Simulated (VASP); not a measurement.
# SiF (P6_3/mmc) in VASP: notebook

One crystal, SiF, is run at these levels: PBE; tasks: single point.

Everything below comes from runs of VASP 6.6.1. Logs are shortened: lines on timing, memory, paths and dates and some standing lists are left out, and cuts for length are marked.

### Step 1. The structure

Symmetry: P6_3/mmc, No. 194, hexagonal system. The conventional cell has a = 3.133 Å, b = 3.133 Å, c = 10.323 Å, α = 90.00°, β = 90.00°, γ = 120.00°. Around Si (site symmetry 3m) lie 6 F at 2.22 Å. Around F (site symmetry -3m) lie 6 Si at 2.22 Å. F (site symmetry -6m2) has 6 Si at 2.22 Å as nearest neighbours.

The cell was built by a generator and needn't be a form met in nature.

### Step 2. Single point, PBE

Input file INCAR:

```
ALGO = Fast
EDIFF = 1E-6
ENCUT = 520
GGA = PE
ISIF = 2
ISMEAR = 0
LASPH = True
LCHARG = False
LREAL = False
LWAVE = False
NBANDS = 32
NELM = 100
PREC = Accurate
SIGMA = 0.1
```

Input file KPOINTS:

```
k-points
0
Gamma
  6 6 2
```

Input file POSCAR:

```
SiF
1.0
    3.1326857900      0.0000000000      0.0000000000
   -1.5663429000      2.7129854800      0.0000000000
    0.0000000000      0.0000000000     10.3227612300
Si F
4 4
Direct
    0.6666666700      0.3333333300      0.1250000000
    0.6666666700      0.3333333300      0.3750000000
    0.3333333300      0.6666666700      0.6250000000
    0.3333333300      0.6666666700      0.8750000000
    0.0000000000      0.0000000000      0.0000000000
    0.3333333300      0.6666666700      0.2500000000
    0.0000000000      0.0000000000      0.5000000000
    0.6666666700      0.3333333300      0.7500000000
```

Potentials or basis: VASP PAW PBE potentials, release 64 (Si, F).

The run is started by

```bash
> cat potpaw_PBE.64/Si/POTCAR potpaw_PBE.64/F/POTCAR > POTCAR
> mpirun -np 1 vasp_std > vasp.out
```

OUTCAR:

```text
EDIFF = 1E-6
   ENCUT = 520
   GGA = PE
   ISIF = 2
   ISMEAR = 0
   LASPH = True
   LREAL = False
   NELM = 100
   PREC = Accurate

 ion  position               nearest neighbor table
   1  0.667  0.333  0.125-   6 2.22   5 2.22   6 2.22   5 2.22   5 2.22   6 2.22   2 2.58
   2  0.667  0.333  0.375-   6 2.22   7 2.22   6 2.22   7 2.22   7 2.22   6 2.22   1 2.58
   3  0.333  0.667  0.625-   8 2.22   7 2.22   8 2.22   7 2.22   7 2.22   8 2.22   4 2.58
   4  0.333  0.667  0.875-   8 2.22   5 2.22   8 2.22   5 2.22   5 2.22   8 2.22   3 2.58
   5  0.000  0.000  0.000-   1 2.22   4 2.22   1 2.22   4 2.22   1 2.22   4 2.22
   6  0.333  0.667  0.250-   1 2.22   2 2.22   1 2.22   2 2.22   1 2.22   2 2.22
   7  0.000  0.000  0.500-   2 2.22   3 2.22   2 2.22   3 2.22   2 2.22   3 2.22
   8  0.667  0.333  0.750-   3 2.22   4 2.22   3 2.22   4 2.22   3 2.22   4 2.22

  LATTYP: Found a hexagonal cell.
 ALAT       =     3.1326857900
 C/A-ratio  =     3.2951792558

  Lattice vectors:

 A1 = (   3.1326857900,   0.0000000000,   0.0000000000)
 A2 = (  -1.5663429000,   2.7129854800,   0.0000000000)
 A3 = (   0.0000000000,   0.0000000000,  10.3227612300)

Analysis of symmetry for initial positions (statically):
=====================================================================
 Subroutine PRICEL returns:
 Original cell was already a primitive cell.

 Routine SETGRP: Setting up the symmetry group for a
 hexagonal supercell.

 Subroutine GETGRP returns: Found 24 space group operations
 (whereof 12 operations were pure point group operations)
 out of a pool of 24 trial point group operations.

The static configuration has the point symmetry D_3d.
 The point group associated with its full space group is D_6h.

Analysis of symmetry for dynamics (positions and initial velocities):
=====================================================================
 Subroutine PRICEL returns:
 Original cell was already a primitive cell.

 Routine SETGRP: Setting up the symmetry group for a
 hexagonal supercell.

 Subroutine GETGRP returns: Found 24 space group operations
 (whereof 12 operations were pure point group operations)
 out of a pool of 24 trial point group operations.

The dynamic configuration has the point symmetry D_3d.
 The point group associated with its full space group is D_6h.

 Subroutine INISYM returns: Found 24 space group operations
 (whereof 12 operations are pure point group operations),
 and found     1 'primitive' translations

----------------------------------------------------------------------------------------

                                     Primitive cell

  volume of cell :      87.7324

  direct lattice vectors                    reciprocal lattice vectors
     3.132685790  0.000000000  0.000000000     0.319214906  0.184298812  0.000000000
    -1.566342900  2.712985480  0.000000000     0.000000000  0.368597623  0.000000000
     0.000000000  0.000000000 10.322761230     0.000000000  0.000000000  0.096873305

  length of vectors
     3.132685790  3.132685796 10.322761230     0.368597624  0.368597623  0.096873305

  position of ions in fractional coordinates (direct lattice)
     0.666666670  0.333333330  0.125000000
     0.666666670  0.333333330  0.375000000
     0.333333330  0.666666670  0.625000000
     0.333333330  0.666666670  0.875000000
     0.000000000  0.000000000  0.000000000
     0.333333330  0.666666670  0.250000000
     0.000000000  0.000000000  0.500000000
     0.666666670  0.333333330  0.750000000

  ion indices of the primitive-cell ions
   primitive index   ion index
                 1           1
                 2           2
                 3           3
                 4           4
                 5           5
                 6           6
                 7           7
                 8           8

----------------------------------------------------------------------------------------

 KPOINTS: k-points

Automatic generation of k-mesh.
 Grid dimensions read from file:
 generate k-points for:    6    6    2

 Generating k-lattice:

  Cartesian coordinates                     Fractional coordinates (reciprocal lattice)
     0.053202484  0.030716469  0.000000000     0.166666667  0.000000000  0.000000000
     0.000000000  0.061432937  0.000000000     0.000000000  0.166666667  0.000000000
     0.000000000  0.000000000  0.048436653     0.000000000  0.000000000  0.500000000

  Length of vectors
     0.061432937  0.061432937  0.048436653

  Shift w.r.t. Gamma in fractional coordinates (k-lattice)
     0.000000000  0.000000000  0.000000000

 Subroutine IBZKPT returns following result:
 ===========================================

 Found     14 irreducible k-points:

 Following reciprocal coordinates:
            Coordinates               Weight
  0.000000  0.000000  0.000000      1.000000
  0.166667 -0.000000  0.000000      6.000000
  0.333333  0.000000  0.000000      6.000000
  0.500000  0.000000  0.000000      3.000000
  0.166667  0.166667  0.000000      6.000000
  0.333333  0.166667  0.000000     12.000000
  0.333333  0.333333  0.000000      2.000000
  0.000000  0.000000  0.500000      1.000000
  0.166667 -0.000000  0.500000      6.000000
  0.333333  0.000000  0.500000      6.000000
  0.500000  0.000000  0.500000      3.000000
  0.166667  0.166667  0.500000      6.000000
  0.333333  0.166667  0.500000     12.000000
  0.333333  0.333333  0.500000      2.000000
   k-points           NKPTS =     14   k-points in BZ     NKDIM =     14   number of bands    NBANDS=     32
   number of dos      NEDOS =    301   number of ions     NIONS =      8
   total plane-waves  NPLWV =  46080
   dimension x,y,z NGX =    24 NGY =   24 NGZ =   80
   dimension x,y,z NGXF=    48 NGYF=   48 NGZF=  160
   ions per type =               4   4
   NGX,Y,Z   is equivalent  to a cutoff of  12.74, 12.74, 12.88 a.u.
   NGXF,Y,Z  is equivalent  to a cutoff of  25.47, 25.47, 25.77 a.u.
 SYSTEM =  unknown system
   PREC   = accura    normal or accurate (medium, high low for compatibility)
   ISTART =      0    job   : 0-new  1-cont  2-samecut
   ICHARG =      2    charge: 1-file 2-atom 10-const
   ISPIN  =      1    spin polarized calculation?
   LNONCOLLINEAR =      F non collinear calculations
   LSORBIT =      F    spin-orbit coupling
   LASPH  =      T    aspherical Exc in radial PAW
   ENCUT  =  520.0 eV  38.22 Ry    6.18 a.u.   5.82  5.82 19.19*2*pi/ulx,y,z
   NELM   =    100;   NELMIN=  2; NELMDL= -5     # of ELM steps
   EDIFF  = 0.1E-05   stopping-criterion for ELM
   LREAL  =      F    real-space projection
   EDIFFG = 0.1E-04   stopping-criterion for IOM
   NSW    =      0    number of steps for IOM
   IBRION =     -1    ionic relax: 0-MD 1-quasi-New 2-CG
   NFREE  =      0    steps in history (QN), initial steepest desc. (CG)
   ISIF   =      2    stress and relaxation
   ISYM   =      2    0-nonsym 1-usesym 2-fastsym
   POTIM  = 0.5000    time-step for ionic-motion
   TEBEG  =    0.0;   TEEND  =   0.0 temperature during run
   PSTRESS=    0.0 pullay stress
   NELECT =      44.0000    total number of electrons
   NUPDOWN=      -1.0000    fix difference up-down
   EMIN   =  10.00;   EMAX   =-10.00  energy-range for DOS
   EFERMI =   0.00;   METHOD = LEGACY
   ISMEAR =     0;   SIGMA  =   0.10  broadening in eV -4-tet -1-fermi 0-gaus
   EFERMI_NEDOS =   21; number of points for ismear=-14 and -15
   IALGO  =     68    algorithm
   IMIX   =      4    mixing-type and parameters
     AMIX     =   0.40;   BMIX     =  1.00
     AMIX_MAG =   1.60;   BMIX_MAG =  1.00
  volume/ion in A,a.u.               =      10.97        74.01
  Fermi-wavevector in a.u.,A,eV,Ry     =   1.300686  2.457939 23.018105  1.691783
  Thomas-Fermi vector in A             =   2.431868
   LORBIT       =      0    0 simple, 1 ext, 2 COOP (PROOUT), +10 PAW based schemes
   GGA     = PE    functional components
   LHFCALC =     F    Hartree Fock is set to
   AEXX    =    0.0000 exact exchange contribution
   IVDW    =     0    specifies the selected vdW correction
   LEPSILON=     F    determine dielectric tensor
   LRPA    =     F    only Hartree local field effects (RPA)
 non-spin polarized calculation
 RMM-DIIS sequential band-by-band and
 Gauss-broadening in eV      SIGMA  =   0.10
  energy-cutoff  :      520.00
  volume of cell :       87.73
 maximum number of plane-waves:      2384
 NGX is ok and might be reduce to    24
   NGX = 11   NGY = 11   NGZ = 39

 number of electron      43.9999964 magnetization

 Free energy of the ion-electron system (eV)
  ---------------------------------------------------
  ext. energy  EPLUGINS =         0.00000000
  ---------------------------------------------------
  free energy    TOTEN  =       -26.14017956 eV

  energy without entropy =      -26.13446379  energy(sigma->0) =      -26.13732167

 E-fermi :   9.8172     XC(G=0): -11.3105

 val. band max:        9.7104254046   @ k =   0.3333   0.3333   0.0000
 cond. band min:       9.9226738828   @ k =   0.5000   0.0000   0.0000
 fundamental gap:      0.2122484782
 Fermi energy:         9.8172445056

 k-point     1 :       0.0000    0.0000    0.0000
  band No.  band energies     occupation
      1     -18.0492      2.00000
      2     -17.9051      2.00000
      3     -17.6353      2.00000
      4     -17.4745      2.00000
      5      -2.8622      2.00000
      6      -1.8255      2.00000
[... 24 lines left out ...]
     31      15.9420      0.00000
     32      15.9426      0.00000

 k-point     2 :       0.1667   -0.0000    0.0000
  band No.  band energies     occupation
      1     -17.9419      2.00000
      2     -17.8238      2.00000
      3     -17.5523      2.00000
      4     -17.4224      2.00000
      5      -2.4737      2.00000
      6      -1.8429      2.00000
[... 24 lines left out ...]
     31      14.7690      0.00000
     32      15.3240      0.00000
[... 383 lines left out ...]
     31      13.9856      0.00000
     32      13.9856      0.00000

 k-point    14 :       0.3333    0.3333    0.5000
  band No.  band energies     occupation
      1     -17.5287      2.00000
      2     -17.5287      2.00000
      3     -17.2491      2.00000
      4     -17.2491      2.00000
      5      -2.1656      2.00000
      6      -2.1656      2.00000
[... 24 lines left out ...]
     31      14.3218      0.00000
     32      14.3218      0.00000

------------------------ aborting loop because EDIFF is reached ----------------------------------------

  FORCE on cell =-STRESS in cart. coord.  units (eV):
  Direction    XX          YY          ZZ          XY          YZ          ZX
  --------------------------------------------------------------------------------------
  -------------------------------------------------------------------------------------
  Total       29.7623429     29.7623430     31.1486868     -0.0000001      0.0000000     -0.0000000
  in kB      543.5224784    543.5224799    568.8400101     -0.0000010      0.0000000     -0.0000000
  external PRESSURE =     551.9616561 kB  Pullay stress =       0.0000000 kB

 VOLUME and BASIS-vectors are now :
 -----------------------------------------------------------------------------
  energy-cutoff  :      520.00
  volume of cell :       87.73
      direct lattice vectors                 reciprocal lattice vectors
     3.132685790  0.000000000  0.000000000     0.319214906  0.184298812  0.000000000
    -1.566342900  2.712985480  0.000000000     0.000000000  0.368597623  0.000000000
     0.000000000  0.000000000 10.322761230     0.000000000  0.000000000  0.096873305

 POSITION                                       TOTAL-FORCE (eV/Angst)
 -----------------------------------------------------------------------------------
      1.56634      0.90433      1.29035         0.000000     -0.000000      0.016702
      1.56634      0.90433      3.87104         0.000000     -0.000000     -0.016702
     -0.00000      1.80866      6.45173         0.000000     -0.000000      0.016702
     -0.00000      1.80866      9.03242         0.000000      0.000000     -0.016702
      0.00000      0.00000      0.00000         0.000000     -0.000000      0.000000
     -0.00000      1.80866      2.58069        -0.000000      0.000000      0.000000
      0.00000      0.00000      5.16138         0.000000     -0.000000      0.000000
      1.56634      0.90433      7.74207         0.000000      0.000000      0.000000
 -----------------------------------------------------------------------------------
    total drift:                                0.000010     -0.000006      0.000015

  FREE ENERGIE OF THE ION-ELECTRON SYSTEM (eV)
  ---------------------------------------------------
  free  energy   TOTEN  =       -26.1401795553 eV

  energy  without entropy=      -26.1344637885  energy(sigma->0) =      -26.13732167
```

Run time: 15 s. Hardware: 1 thread of Intel Xeon 6975P-C (Granite Rapids), shared host; peak memory 0.2 GiB.

What came out:

| Item | Value |
| --- | --- |
| Free energy | -26.1402 eV |
| Pressure | 55.2 GPa |
| Largest force | 0.017 eV/Å |
| Band gap on the k mesh | none (metal or under the smearing width) |

Forces on the atoms (eV/Å):
```
Si   0.000  0.000  0.017
Si   0.000  0.000 -0.017
Si   0.000  0.000  0.017
Si   0.000  0.000 -0.017
F    0.000  0.000  0.000
F    0.000  0.000  0.000
F    0.000  0.000  0.000
F    0.000  0.000  0.000
```

Levels at points of the mesh, in eV from the Fermi level:
```csv
k point,band 20,band 21,band 22,band 23,band 24,band 25
"(0.00, 0.00, 0.00)",-3.44,-1.70,1.23,1.86,3.36,3.36
"(0.50, 0.00, 0.00)",-2.83,-2.54,-0.43,0.11,1.04,1.12
"(0.00, 0.00, 0.50)",-4.38,-0.55,-0.55,3.58,3.58,3.58
"(0.50, 0.00, 0.50)",-3.47,-1.45,-1.45,0.73,0.73,1.38
```

Caveat: the k mesh is coarse (spacing up to 0.39 Å⁻¹), so the values aren't converged; a pressure of tens of GPa on the cell as given is suspect, and the run, the potentials or the cell itself is likely at fault.

### Step 3. Single point, PBE (cell x1)

Input file INCAR:

```
PREC     = Accurate       # precision mode
ENCUT    = 520            # plane-wave cutoff, eV
EDIFF    = 1E-6           # SCF threshold, eV
ISMEAR   = 0              # smearing method
SIGMA    = 0.2            # smearing width, eV
LREAL    = F              # projectors in reciprocal space
LASPH    = T              # aspherical terms in the spheres
NELM     = 80             # most SCF steps
ALGO     = Fast           # electronic algorithm
ISIF     = 2              # what is computed and relaxed
LWAVE    = F              # write WAVECAR
LCHARG   = T              # write CHGCAR
GGA      = PE             # functional
LELF     = T              # ELF
LVHAR    = T            
NBANDS   = 32             # bands
```

Input file KPOINTS:

```
Automatic mesh
0
Gamma
  6 6 4
```

Input file POSCAR:

```
SiF
1.0
    4.0277585916      0.0000000000      0.0000000000
   -2.0138792958      3.4881412607      0.0000000000
    0.0000000000      0.0000000000      8.0556233901
Si F
4 4
Direct
    0.6666666667      0.3333333333      0.0953717659
    0.6666666667      0.3333333333      0.4046282341
    0.3333333333      0.6666666667      0.5953717659
    0.3333333333      0.6666666667      0.9046282341
    0.0000000000      1.0000000000      0.0000000000
    0.3333333333      0.6666666667      0.2500000000
    0.0000000000      0.0000000000      0.5000000000
    0.6666666667      0.3333333333      0.7500000000
```

Potentials or basis: VASP PAW PBE potentials, release 64 (Si, F).

The run is started by

```bash
> cat potpaw_PBE.64/Si/POTCAR potpaw_PBE.64/F/POTCAR > POTCAR
> mpirun -np 1 vasp_std > vasp.out
```

Run time: 36 s. Hardware: 1 thread of Intel Xeon 6975P-C (Granite Rapids), shared host; peak memory 0.23 GiB.

The run converged. Its results:

```
Free energy            : -33.7925 eV
Pressure               : -0.3 GPa
Band gap on the k mesh : none (metal or under the smearing width)
```

Forces on the atoms (eV/Å):
```
Si   0.000  0.000  0.002
Si   0.000  0.000 -0.002
Si   0.000  0.000  0.002
Si   0.000  0.000 -0.002
F    0.000  0.000  0.000
F    0.000  0.000  0.000
F    0.000  0.000  0.000
F    0.000  0.000  0.000
```

Stress tensor (GPa, compression positive):
```
-0.19  0.00  0.00
 0.00 -0.19  0.00
 0.00  0.00 -0.48
```

Levels at points of the mesh, in eV from the Fermi level:
```tsv
k point	band 18	band 19	band 20	band 21	band 22	band 23	band 24	band 25	band 26	band 27
(0.00, 0.00, 0.00)	-4.32	-3.09	-2.21	-0.78	0.31	0.31	0.56	0.56	3.00	3.27
(0.50, 0.00, 0.00)	-3.50	-3.12	-2.36	-2.09	-0.50	1.59	1.67	2.12	2.50	2.82
(0.00, 0.00, 0.50)	-4.24	-3.15	-3.15	0.42	0.42	0.42	0.42	1.69	1.69	4.22
(0.50, 0.00, 0.50)	-3.53	-3.12	-3.12	-0.48	-0.48	1.41	1.41	1.62	1.62	4.05
```

### Step 4. Single point, PBE

This run uses another cell than the first one, of 14.15 Å³/atom, 1.290 times its volume.

Input file INCAR:

```
SYSTEM = SiF
PREC = Accurate ; ENCUT = 520
EDIFF = 1E-6 ; ISMEAR = 0
SIGMA = 0.1 ; LREAL = .FALSE.
LASPH = .TRUE. ; NELM = 100
ALGO = Fast ; ISIF = 2
LWAVE = .FALSE. ; LCHARG = .FALSE.
GGA = PE ; NBANDS = 32
```

Input file KPOINTS:

```
Automatic mesh
0
G
  12 12 6
  0 0 0
```

Edit POSCAR of step 3 so:

```diff
@@ -12,3 +12,3 @@
     0.3333333333      0.6666666667      0.9046282341
-    0.0000000000      1.0000000000      0.0000000000
+    0.0000000000      0.0000000000      0.0000000000
     0.3333333333      0.6666666667      0.2500000000
```

The run is started by

```bash
> cat potpaw_PBE.64/Si/POTCAR potpaw_PBE.64/F/POTCAR > POTCAR
> mpirun -np 1 vasp_std > vasp.out
```

Wall time 4.6 min (1 thread of Intel Xeon Platinum 8488C (Sapphire Rapids), shared host); peak memory 0.34 GiB.

It converged, with:

| Quantity | Value |
| --- | --- |
| Free energy | -33.7756 eV |
| Pressure | -0.2 GPa |
| Largest force | 0.004 eV/Å |
| Band gap on the k mesh | none (metal or under the smearing width) |

Forces in eV/Å, atoms in the order of the input:
```
Si   0.000  0.000  0.004
Si   0.000  0.000 -0.004
Si   0.000  0.000  0.004
Si   0.000  0.000 -0.004
F    0.000  0.000  0.000
F    0.000  0.000  0.000
F    0.000  0.000  0.000
F    0.000  0.000  0.000
```

Levels at points of the mesh, in eV from the Fermi level:
| k point | band 19 | band 20 | band 21 | band 22 | band 23 | band 24 | band 25 | band 26 |
| --- | --- | --- | --- | --- | --- | --- | --- | --- |
| (0.00, 0.00, 0.00) | -3.12 | -2.22 | -0.80 | 0.29 | 0.29 | 0.55 | 0.55 | 2.99 |
| (0.50, 0.00, 0.00) | -3.14 | -2.38 | -2.10 | -0.51 | 1.58 | 1.66 | 2.10 | 2.48 |
| (0.00, 0.00, 0.50) | -3.17 | -3.17 | 0.41 | 0.41 | 0.41 | 0.41 | 1.68 | 1.68 |
| (0.50, 0.00, 0.50) | -3.14 | -3.14 | -0.49 | -0.49 | 1.39 | 1.39 | 1.60 | 1.60 |

### Step 5. The runs side by side

```tsv
cell	k mesh	smearing	mesh quality	gap on the mesh (eV)	pressure (GPa)
P6_3/mmc, 10.97 Å³/atom	6 × 6 × 2	gaussian 0.1 eV	coarse	none	55.2
cell x1	6 × 6 × 4	gaussian 0.2 eV	not flagged	none	-0.3
P6_3/mmc, 14.15 Å³/atom	12 × 12 × 6	gaussian 0.1 eV	not flagged	none	-0.2
```

Alike in all rows: task single point; level PBE; potentials or basis VASP PAW PBE potentials, release 64 (Si, F); no spin polarisation; cutoff (eV) 520.

Caveats: some runs use coarse meshes; a pressure of tens of GPa on the cell as given is suspect, and the run, the potentials or the cell itself is likely at fault (some runs).

Absolute energies hang on the potentials; compare differences alone.
